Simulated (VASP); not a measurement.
# Work function of rock-salt TaC by face, termination and added layer, from PBEsol slabs

I calculate the work function of rock-salt TaC slabs with PBEsol: the vacuum level above the upper face less the Fermi level, so a larger number means that electrons are harder to remove. The question is how far this level moves with the face, with the element that ends the slab, with the number of layers, and with a layer of H, F or Cl on the Ta-ended (111) face. It matters for carbide electron emitters and for metal contacts, where the work function helps to set the emission current or the barrier to a semiconductor. How strongly the added atoms bind is a separate question, which is not treated here.

## Calculations

VASP 6.6.1 with its PAW datasets (PBE 64), a cutoff of 400 eV, PBEsol. The surface is rock-salt TaC at a = 4.45 Å; each state is built by hand and relaxed (threshold 0.04 eV/Å, under 0.08 where a run ended short) with a dipole correction, first-order Methfessel-Paxton smearing of 0.1 eV and meshes of 8 to 12 points along each in-plane vector; gases are relaxed alone in a box. The slabs are spin-paired, no spin-orbit coupling. The energy is the binding energy of an added atom against half its dimer, negative when downhill; energies are static. Aspherical gradient terms inside the PAW spheres (LASPH) are on.

Notes on method and selection:

- One start for each state; other arrangements may lie lower.
- Zero-point and thermal terms are left out; they favour steps that give off gas.
- Members whose relaxation ended with forces over 0.08 eV/Å, or whose line-up differs by over 0.25 eV between elements, are not listed.
- Runs in which the search for lower states was switched off are not listed.
- Runs that did not converge, have known faults or may not be shown are not listed, and runs on Ansatz's PAW sets soft_1 and soft_2 are kept to separate tables.

Columns:

- layers: number of layers.
- level (eV): vacuum level above the upper face less the Fermi level.

## Numbers

| member | layers | level (eV) |
| --- | --- | --- |
| TaC(111), Ta ends | 11 | 4.78 |
| TaC(001), 5 layers | 5 | 3.69 |
| TaC(110), 9 layers | 9 | 4.18 |
| TaC(001), 7 layers | 7 | 3.68 |
| TaC(111), Ta ends, one layer of F on top | – | 4.23 |
| TaC(111), C ends | 11 | 7.21 |
| TaC(111), Ta ends, one layer of H on top | – | 4.21 |
| TaC(111), Ta ends, one layer of Cl on top | – | ? |

Cells marked ? are withheld until the estimate has been made.

## Reading the trend

Termination moves the level most. On (111) it is 7.21 eV with C ends and 4.78 eV with Ta ends, a difference of 7.21 − 4.78 = 2.43 eV. Carbon draws electrons from tantalum, so an outer C layer puts negative charge outside positive charge, and this dipole raises the barrier for an electron that leaves.

Among the faces that hold both elements in each layer, (110) lies above (001) by 4.18 − 3.68 = 0.50 eV. Thickness hardly counts on (001), where going from 5 to 7 layers changes the level by 0.01 eV.

The ionic picture does not give the whole order. It would put the Ta-ended face below (001), yet that face lies 4.78 − 3.68 = 1.10 eV above it. A possible reason is that the outer Ta atoms, with carbon on one side only, keep more of their d electrons, and these spill towards the vacuum and raise the level.

The added layers lie on the upper face only, where the level is read. A layer of F lowers the level of the Ta-ended face by 4.78 − 4.23 = 0.55 eV, and H lowers it by 4.78 − 4.21 = 0.57 eV. Both atoms attract electrons from Ta, so simple charge transfer would have raised it. The lowering would follow if the added atoms sit low between the Ta atoms and draw in the electrons that had spilled further out.

The net dipole behind this is small. The shift in eV is 181 × p / A, where 181 V·Å is the elementary charge over the vacuum permittivity, p is the dipole change in e·Å per surface cell and A = √3 × 4.45² / 4 = 8.57 Å² is the cell area. For F this gives p = 0.55 × 8.57 / 181 = 0.026 e·Å in size, far less than a full electron moved by 1 Å. The shift may therefore be what remains of larger terms that nearly cancel, though a small charge transfer at low height would look the same. Each state had a single start, so another site for the added atoms could alter it.

## A prediction

Plain estimates from the members shown:

- TaC(111), Ta ends, one layer of Cl on top, mean of the 7 members shown: 4.57 eV, standard deviation 1.1

The mean of all seven members, 4.57 eV, includes the C-ended face, whose outer dipole has no counterpart under a Cl layer on Ta. I keep the three members that share the Ta-ended (111) face: (4.78 + 4.23 + 4.21) / 3 = 4.41 eV.

Chlorine resembles fluorine in valence, which argues for a level near 4.23 eV. It is also larger and should sit higher above the Ta layer, so that its negative charge acts over a longer distance and raises the level. Its greater polarizability works the other way. A change of only 0.01 e·Å in the dipole moves the level by 0.01 × 181 / 8.57 = 0.2 eV, and the columns give neither the height nor the charge of the Cl layer. I therefore add no shift to the mean of the three.

I tried the route by predicting each of these members from the other two. It misses F by (4.78 + 4.21) / 2 − 4.23 = 0.265 eV, H by (4.78 + 4.23) / 2 − 4.21 = 0.295 eV and the bare face by 4.78 − (4.23 + 4.21) / 2 = 0.56 eV, a root-mean-square miss of 0.40 eV, which I take as the error bar. Three members are a thin basis for it, but the seven-member mean has a scatter of 1.1 eV, most of it from the C-ended face.

**Committed estimate, TaC(111), Ta ends, one layer of Cl on top: level = 4.4 ± 0.4 eV.**

## Result

| member | level (eV) |
| --- | --- |
| TaC(111), Ta ends, one layer of Cl on top | 3.96 |

| member | estimate | level (eV) | computed | estimate − computed | miss in error bars |
| --- | --- | --- | --- | --- | --- |
| TaC(111), Ta ends, one layer of Cl on top | committed | 4.40 | 3.96 | +0.44 | 1.1 |
| TaC(111), Ta ends, one layer of Cl on top | mean | 4.57 | 3.96 | +0.61 |  |

The computed level is 3.96 eV, so my estimate of 4.4 ± 0.4 eV was 0.44 eV too high and fell just outside its error bar. It still did better than the mean of the seven members, which was 0.61 eV too high.

Leaving out the C-ended face helped, but keeping the bare Ta-ended face was a mistake. H and F had both lowered the level, and their mean, (4.23 + 4.21) / 2 = 4.22 eV, would have missed by only 0.26 eV.

My argument that Cl, sitting higher, should raise the level above that of F has the wrong sign: Cl lies 4.23 − 3.96 = 0.27 eV below F. Against the bare face it lowers the level by 0.82 eV, a dipole change of 0.82 × 8.57 / 181 = 0.039 e·Å per surface cell, with the positive side outward. An electronegative atom can do this if its electron cloud is polarized towards the metal, which leaves the vacuum side short of electrons. Chlorine is more polarizable than fluorine, so the order fits, though a difference in site or height could also produce it.

## Exceptions

The C-ended (111) face stands far apart. The other seven members average (4.78 + 3.69 + 4.18 + 3.68 + 4.23 + 4.21 + 3.96) / 7 = 4.10 eV and span only 3.68 to 4.78 eV, so it lies 7.21 − 4.10 = 3.11 eV above their mean. It is also high against the work functions of most transition metals, roughly 4 to 6 eV.

The sign is that of a negative carbon layer outside positive tantalum. The size need not be that of a real surface, because the slab is hand-built with a complete outer layer of carbon and was relaxed from one start. Carbon atoms with broken bonds may prefer to pair up or to leave part of the layer empty. Either change could weaken the outward negative dipole and bring the level down.

The Cl-covered face is no outlier in the whole series: it lies 0.14 eV below the same mean of seven, and both (001) slabs lie lower still.

## What to take away

On the Ta-ended (111) face, a full layer of H, F or Cl lowers the level by 0.55 to 0.82 eV. Predicting each covered face from the mean of the other two gives a root-mean-square miss of 0.18 eV, so about 0.2 eV is a fair error for a similar added layer, on the thin basis of three cases. Electronegativity alone gives the wrong sign for the shift.

For a hot emitter, the difference between (110) and (001) matters. At 2000 K, kT is 0.0000862 × 2000 = 0.172 eV, and 0.50 eV changes the emission by exp(0.50 / 0.172) = 18 times in favour of (001), if the prefactors are equal and the levels stay as calculated.

Spin-orbit coupling is left out. It should shift these levels far less than the change of termination does, with a sign I cannot give in advance.
